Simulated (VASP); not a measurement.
# SiC (Moissanite 3C): the relaxed cell at several levels

Aim: relax SiC (Moissanite 3C) at several levels and hold each cell against experiment. The levels: LDA, PBE, r2SCAN, PBE + D3(BJ), r2SCAN + rVV10, optB86b-vdW, BLYP + D3(BJ) and PBE + TS. LASPH is on for some levels and off for others; the table marks which. The start is a cell from a database of measured crystal structures.

Main program and level: VASP 6.6.1; LDA; plane waves and PAW (Si, C), in the first sound run; inputs show where later runs differ.

Experimental background.

“On melting of silicon carbide under pressure” (2012, arxiv:1210.3244) quotes from earlier work for SiC, 3C polytype (zincblende) (single crystals from silicon oxide and carbon black reaction at 2800 K, annealed in air): lattice constant a (a of cubic 3C-SiC starting crystals) 4.357 Å [Starting-material characterisation; no method, uncertainty or temperature given].

Report form: the programs' logs are mostly left out.

### 1. The starting structure

Before any relaxation, the start is as follows. The structure is cubic, space group F-43m (No. 216). The conventional cell has a = 4.358 Å, b = 4.358 Å, c = 4.358 Å, α = 90.00°, β = 90.00°, γ = 90.00°. Nearest to Si lie 4 C at 1.89 Å. C has 4 Si at 1.89 Å nearest. Farther neighbours are not listed.

As a file:

```xyz
2
Lattice="0.0000 2.1790 2.1790 2.1790 0.0000 2.1790 2.1790 2.1790 0.0000" Properties=species:S:1:pos:R:3 pbc="T T T"
Si    0.0000    0.0000    0.0000
C     1.0895    1.0895    1.0895
```

### 2. Relaxation with LDA

The start need not lie at this functional's minimum. ISIF = 3 frees volume, shape and positions, and EDIFFG sets the threshold on forces and stress at which the search stops. LDA, the lowest rung, knows the local density alone.

File INCAR:

```
SYSTEM = SiC
PREC = Accurate
ENCUT = 560
EDIFF = 1E-06
NELM = 100
ISMEAR = -1
SIGMA = 0.05
LREAL = .FALSE.
ALGO = Normal
GGA = CA
NBANDS = 10
LORBIT = 11
LWAVE = .FALSE.
LCHARG = .FALSE.
KPAR = 2
IBRION = 2
NSW = 60
ISIF = 3
EDIFFG = -0.01
```

File POSCAR:

```
SiC
1.0
    0.0000000000      2.1790000000      2.1790000000
    2.1790000000      0.0000000000      2.1790000000
    2.1790000000      2.1790000000      0.0000000000
Si C
1 1
Direct
    0.0000000000      0.0000000000      0.0000000000
    0.2500000000      0.2500000000      0.2500000000
```

File KPOINTS:

```
Automatic mesh
0
Gamma
10 10 10
0 0 0
```

The projector-augmented-wave data sets are Si and C (PBE family, release 64).

Started as:

```bash
mpirun -np 2 vasp_std
```

Run time: 11 s. Hardware: 2 MPI ranks of AMD EPYC 7R43, shared host; peak memory 0.19 GiB; 21 s of CPU time.

The gap is read on the k-mesh alone, so it is an upper bound where the band edges lie off the mesh. The PAW data sets were made with PBE, though LDA sets exist; this is a small mismatch. The run keeps the 24 symmetry operations of its start, so it cannot find a distortion of lower symmetry.

Relaxation path:

| step | energy less that of the first step (eV) | largest force (eV/Å) | pressure (GPa) | volume (Å³) |
| --- | --- | --- | --- | --- |
| 1 | 0.0000 | 0.0000 | -2.80 | 20.69 |
| 2 | 0.0004 | 0.0000 | 3.17 | 20.16 |
| 3 | -0.0023 | 0.0000 | -0.01 | 20.43 |

| conventional cell, symmetrised | before | after | change |
| --- | --- | --- | --- |
| a (Å) | 4.358 | 4.340 | -0.4 % |
| b (Å) | 4.358 | 4.340 | -0.4 % |
| c (Å) | 4.358 | 4.340 | -0.4 % |
| volume (Å³/atom) | 10.35 | 10.22 | -1.3 % |

The relaxed structure:

```cif
data_structure
_symmetry_space_group_name_H-M 'P 1'
_symmetry_Int_Tables_number 1
_cell_length_a 3.0686
_cell_length_b 3.0686
_cell_length_c 3.0686
_cell_angle_alpha 60.000
_cell_angle_beta 60.000
_cell_angle_gamma 60.000
_cell_volume 20.43
loop_
_atom_site_label
_atom_site_type_symbol
_atom_site_fract_x
_atom_site_fract_y
_atom_site_fract_z
_atom_site_occupancy
Si1 Si 0.00000 0.00000 0.00000 1
C2 C 0.25000 0.25000 0.25000 1
```

Numbers from this step:

- electrons: 8
- bands: 10
- irreducible k-points: 47
- symmetry operations: 24
- free energy (TOTEN): -16.59 eV
- Fermi energy: 8.725 eV
- pressure: -0.005662 GPa
- metallic: no
- valence top at k: 0, 0, 0
- conduction bottom at k: 0.5, 0.5, 0
- least direct gap at k: 0.5, 0.5, 0
- SCF cycles over all ionic steps: 22
- gap on the k-mesh: 1.295 eV
- least direct gap on the k-mesh: 4.532 eV

It ends with forces that vanish by symmetry and a pressure of -0.01 GPa. The volume lies -1.3 % from that of the database's start, which holds the thermal and zero-point expansion of its experiment. The conventional cell has a = 4.340 Å.

### 3. Relaxation with PBE

This step: PBE; plane waves and PAW (Si, C) (VASP 6.6.1).

PBE, the usual starting point, adds the gradient of the density.

Edit INCAR of step 2 so:

```diff
@@ -9,3 +9,3 @@
 ALGO = Normal
-GGA = CA
+GGA = PE
 NBANDS = 10
```

POSCAR is that of step 2.

KPOINTS is that of step 2.

Started as:

```bash
mpirun -np 2 vasp_std
```

Wall time 13 s (2 MPI ranks); peak memory 0.21 GiB.

Step by step:

| step | energy less that of the first step (eV) | largest force (eV/Å) | pressure (GPa) | volume (Å³) |
| --- | --- | --- | --- | --- |
| 1 | 0.0000 | 0.0000 | 3.15 | 20.69 |
| 2 | 0.0001 | 0.0000 | -3.06 | 21.31 |
| 3 | -0.0029 | 0.0000 | 0.00 | 20.99 |

| conventional cell, symmetrised | before | after | change |
| --- | --- | --- | --- |
| a (Å) | 4.358 | 4.379 | +0.5 % |
| b (Å) | 4.358 | 4.379 | +0.5 % |
| c (Å) | 4.358 | 4.379 | +0.5 % |
| volume (Å³/atom) | 10.35 | 10.50 | +1.5 % |

The relaxed structure:

```xyz
2
Lattice="0.0000 2.1895 2.1895 2.1895 0.0000 2.1895 2.1895 2.1895 0.0000" Properties=species:S:1:pos:R:3 pbc="T T T"
Si    0.0000    0.0000    0.0000
C     1.0947    1.0947    1.0947
```

Numbers from this step:

| Quantity | Value |
| --- | --- |
| free energy (TOTEN) | -15.06 eV |
| Fermi energy | 8.650 eV |
| pressure | 0.004918 GPa |
| SCF cycles over all ionic steps | 24 |
| gap on the k-mesh | 1.371 eV |
| least direct gap on the k-mesh | 4.527 eV |

It ends at 10.50 Å³/atom, +1.5 % from the start, with 0.00 GPa left. The conventional cell has a = 4.379 Å.

### 4. Relaxation with r2SCAN

This step: r2SCAN; plane waves and PAW (Si, C) (VASP 6.6.1).

r2SCAN adds the kinetic-energy density, costs more than a GGA and is run with LASPH.

Edit INCAR of step 3 so:

```diff
@@ -9,3 +9,4 @@
 ALGO = Normal
-GGA = PE
+METAGGA = R2SCAN
+LASPH = .TRUE.
 NBANDS = 10
```

POSCAR is that of step 3.

KPOINTS is that of step 3.

Started as:

```bash
mpirun -np 2 vasp_std
```

Elapsed: 61 s, on 2 MPI ranks; peak memory 0.22 GiB.

The PAW data sets were made with PBE, which is usual practice but a small mismatch for other functionals.

Little changed from the start: no atom moved by 0.005 Å and no cell edge by 0.1 %.

It ends at 10.32 Å³/atom, -0.2 % from the start, with 0.00 GPa left. The conventional cell has a = 4.355 Å.

### 5. Relaxation with PBE + D3(BJ)

This step: PBE with D3(BJ); plane waves and PAW (Si, C) (VASP 6.6.1).

A dispersion term adds the long-range attraction that semilocal functionals lack. D3 with Becke-Johnson damping keeps a finite attraction at short range.

Edit INCAR of step 4 so:

```diff
@@ -9,4 +9,4 @@
 ALGO = Normal
-METAGGA = R2SCAN
-LASPH = .TRUE.
+GGA = PE
+IVDW = 12
 NBANDS = 10
```

POSCAR is that of step 4.

KPOINTS is that of step 4.

Started as:

```bash
mpirun -np 2 vasp_std
```

Wall time 14 s (2 MPI ranks); peak memory 0.23 GiB.

Step by step:

| step | energy less that of the first step (eV) | largest force (eV/Å) | pressure (GPa) | volume (Å³) |
| --- | --- | --- | --- | --- |
| 1 | 0.0000 | 0.0000 | -1.52 | 20.69 |
| 2 | 0.0000 | 0.0000 | 1.61 | 20.40 |
| 3 | -0.0007 | 0.0000 | 0.01 | 20.55 |

| conventional cell, symmetrised | before | after | change |
| --- | --- | --- | --- |
| a (Å) | 4.358 | 4.348 | -0.2 % |
| b (Å) | 4.358 | 4.348 | -0.2 % |
| c (Å) | 4.358 | 4.348 | -0.2 % |
| volume (Å³/atom) | 10.35 | 10.27 | -0.7 % |

The relaxed structure:

```
Si C
1.0
     0.00000    2.17389    2.17389
     2.17389    0.00000    2.17389
     2.17389    2.17389    0.00000
Si C
1 1
Direct
  0.00000 0.00000 0.00000
  0.25000 0.25000 0.25000
```

It ends at 10.27 Å³/atom, -0.7 % from the start, with 0.01 GPa left. The conventional cell has a = 4.348 Å. Against plain PBE, the dispersion term moves a by -0.7 %.

### 6. Relaxation with r2SCAN + rVV10

This step: r2SCAN with rVV10; plane waves and PAW (Si, C) (VASP 6.6.1).

LUSE_VDW switches on a nonlocal correlation term for dispersion.

Edit INCAR of step 5 so:

```diff
@@ -9,4 +9,8 @@
 ALGO = Normal
-GGA = PE
-IVDW = 12
+METAGGA = R2SCAN
+LUSE_VDW = .TRUE.
+IVDW_NL = 2
+BPARAM = 11.95
+CPARAM = 0.0093
+LASPH = .TRUE.
 NBANDS = 10
```

POSCAR is that of step 5.

KPOINTS is that of step 5.

Started as:

```bash
mpirun -np 2 vasp_std
```

It took 91 s on 2 MPI ranks; peak memory 0.37 GiB.

It ends at 10.30 Å³/atom, -0.5 % from the start, with 0.00 GPa left. The conventional cell has a = 4.351 Å. Against plain r2SCAN, the dispersion term moves a by -0.1 %.

### 7. Relaxation with optB86b-vdW

This step: optB86b-vdW; plane waves and PAW (Si, C) (VASP 6.6.1).

optB86b-vdW pairs nonlocal correlation with a less repulsive exchange of B86b form.

Edit INCAR of step 6 so:

```diff
@@ -9,7 +9,7 @@
 ALGO = Normal
-METAGGA = R2SCAN
+GGA = MK
+AGGAC = 0
 LUSE_VDW = .TRUE.
-IVDW_NL = 2
-BPARAM = 11.95
-CPARAM = 0.0093
+PARAM1 = 0.1234
+PARAM2 = 1
 LASPH = .TRUE.
```

POSCAR is that of step 6.

KPOINTS is that of step 6.

Started as:

```bash
mpirun -np 2 vasp_std
```

The job ended after 55 s (2 MPI ranks; peak memory 0.48 GiB; 1.8 min of CPU time).

It ends at 10.46 Å³/atom, +1.1 % from the start, with 0.01 GPa left. The conventional cell has a = 4.373 Å.

### 8. Relaxation with BLYP + D3(BJ)

This step: BLYP with D3(BJ); plane waves and PAW (Si, C) (VASP 6.6.1).

BLYP comes from molecular chemistry and underbinds dense solids.

Edit INCAR of step 7 so:

```diff
@@ -9,8 +9,12 @@
 ALGO = Normal
-GGA = MK
-AGGAC = 0
-LUSE_VDW = .TRUE.
-PARAM1 = 0.1234
-PARAM2 = 1
-LASPH = .TRUE.
+GGA = B5
+ALDAX = 1
+AGGAX = 1
+AGGAC = 1
+ALDAC = 0
+IVDW = 12
+VDW_S6 = 1
+VDW_S8 = 2.6996
+VDW_A1 = 0.4298
+VDW_A2 = 4.2359
 NBANDS = 10
```

POSCAR is that of step 7.

KPOINTS is that of step 7.

Started as:

```bash
mpirun -np 2 vasp_std
```

It took 25 s on 2 MPI ranks; peak memory 0.24 GiB.

It ends at 10.27 Å³/atom, -0.8 % from the start, with 0.00 GPa left. The conventional cell has a = 4.347 Å.

### 9. Relaxation with PBE + TS

This step: PBE with TS; plane waves and PAW (Si, C) (VASP 6.6.1).

The Tkatchenko-Scheffler scheme scales free-atom polarisabilities by Hirshfeld volumes.

Edit INCAR of step 8 so:

```diff
@@ -9,12 +9,4 @@
 ALGO = Normal
-GGA = B5
-ALDAX = 1
-AGGAX = 1
-AGGAC = 1
-ALDAC = 0
-IVDW = 12
-VDW_S6 = 1
-VDW_S8 = 2.6996
-VDW_A1 = 0.4298
-VDW_A2 = 4.2359
+GGA = PE
+IVDW = 20
 NBANDS = 10
```

POSCAR is that of step 8.

KPOINTS is that of step 8.

Started as:

```bash
mpirun -np 2 vasp_std
```

It took 17 s on 2 MPI ranks; peak memory 0.21 GiB.

It ends at 10.36 Å³/atom, +0.1 % from the start, with -0.09 GPa left. The conventional cell has a = 4.360 Å. Against plain PBE, the dispersion term moves a by -0.4 %.

### 10. The cells as a table

This step: relaxed cells at several levels; plane waves and PAW (VASP 6.6.1).

Derived from the runs above.

Lengths are those of the conventional cell; cost is the wall time of each run, as given at its step, times its ranks, without the set-up around it; LASPH differs between rows, which moves results and costs too. Results by level, by row:

| level | volume (Å³/atom) | change from the start (%) | a (Å) | cost (core minutes) | LASPH |
| --- | --- | --- | --- | --- | --- |
| LDA | 10.22 | -1.3 | 4.34 | 0.373 | off |
| PBE | 10.5 | 1.5 | 4.379 | 0.44 | off |
| r2SCAN | 10.32 | -0.2 | 4.355 | 2.03 | on |
| PBE + D3(BJ) | 10.27 | -0.7 | 4.348 | 0.453 | off |
| r2SCAN + rVV10 | 10.3 | -0.5 | 4.351 | 3.03 | on |
| optB86b-vdW | 10.46 | 1.1 | 4.373 | 1.83 | on |
| BLYP + D3(BJ) | 10.27 | -0.8 | 4.347 | 0.833 | off |
| PBE + TS | 10.36 | 0.1 | 4.36 | 0.573 | off |

### 11. Summary of results

| Item | Value |
| --- | --- |
| volume, LDA | 10.22 Å³/atom |
| volume, PBE | 10.50 Å³/atom |
| volume, r2SCAN | 10.32 Å³/atom |
| volume, PBE + D3(BJ) | 10.27 Å³/atom |
| volume, r2SCAN + rVV10 | 10.30 Å³/atom |
| volume, optB86b-vdW | 10.46 Å³/atom |
| volume, BLYP + D3(BJ) | 10.27 Å³/atom |
| volume, PBE + TS | 10.36 Å³/atom |

For SiC (Moissanite 3C) the levels give volumes between 10.22 Å³/atom (LDA) and 10.50 Å³/atom (PBE), a spread of 2.7 %, while the cost of the finished runs spans a factor of 8.1. Within 1 % of experiment on every length: LDA, PBE, r2SCAN, PBE + D3(BJ), r2SCAN + rVV10, optB86b-vdW, BLYP + D3(BJ) and PBE + TS. The nearest, r2SCAN, took 5.4 times the core time of LDA and lowers the largest miss from 0.40 to 0.05 %. Thermal and zero-point expansion, often some tenths of a per cent in length, bear on this order: with the measured lengths lowered by an assumed 0.4 % the nearest becomes LDA. The costs hold the number of ionic steps as well as the price of the functional. The closing table has room for seven levels; PBE + TS stands in the table of levels alone. Adding D3(BJ) to PBE changes the volume by -2.1 % (a by -0.7 %). Adding rVV10 to r2SCAN changes the volume by -0.3 % (a by -0.1 %). Adding TS to PBE changes the volume by -1.3 % (a by -0.4 %). Within 0.02 Å all end in space group F-43m; the runs can't lower the symmetry of the start. LASPH is on for some levels and off for others, so differences between them are not the functional's alone. Each is a single relaxation on the plane waves of the start cell, so larger changes of volume carry a basis-set error that was not tested here.

Calculation against experiment:

| quantity | measured | LDA | PBE | r2SCAN | PBE + D3(BJ) | r2SCAN + rVV10 | optB86b-vdW | BLYP + D3(BJ) |
| --- | --- | --- | --- | --- | --- | --- | --- | --- |
| lattice constant a (Å) | 4.357 | 4.340 (-0.4 %) | 4.379 (+0.5 %) | 4.355 (-0.1 %) | 4.348 (-0.2 %) | 4.351 (-0.1 %) | 4.373 (+0.4 %) | 4.347 (-0.2 %) |

Measured values from arxiv:1210.3244 (2012).

How well it matches: For the lattice constant a, of the levels listed nearest comes r2SCAN (-0.1 %, good agreement) and farthest PBE (+0.5 %, good agreement). The grades are ours: good and fair within 0.7 and 1.5 % for the lattice constant a. Zero-point motion and thermal expansion are not in the computed lattice constants.

[Lines on the potential files, build, host, timing and source positions are cut from VASP's logs without a mark.]

[Logs are printed without paths, hosts, clocks, repeated set-up lines and the standing remarks that a program may print on its own settings, such as how far it seeks lower states.]

[Hosts, paths, dates, database ids (printed as entryN), source tags and the programs' standing remarks are cut or masked in the printed files.]

[A measured line is paired with the nearest computed mode of its activity, which favours agreement.]
